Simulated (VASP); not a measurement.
Cl2, in a box:

```xyz
2
Lattice="12.0000 0.0000 0.0000 0.0000 12.5000 0.0000 0.0000 0.0000 13.0000" Properties=species:S:1:pos:R:3 pbc="T T T"
Cl    5.4000    5.8750    5.5032
Cl    5.4000    5.8750    7.4968
```

Base run:

* Program: VASP 6.6.1
* Functional: PBE0
* Potentials or basis: VASP PAW PBE potentials, release 64 (Cl)
* Cutoff: 450 eV
* k mesh: 1 × 1 × 1
* Occupations: gaussian, width 0.01 eV
* Spin: no spin polarisation

Its results: gap between the frontier levels 5.55 eV.

Problem. After a change of settings the same cell gave: gap between the frontier levels 3.06 eV. Which change was it?
A. functional from PBE0 to HSE06
B. functional from PBE0 to r2SCAN
C. functional from PBE0 to PBE

Solution. C.

PBE0 gives the wider gap, since exact exchange removes part of the self-interaction.

Not every run made on this cell is shown here.
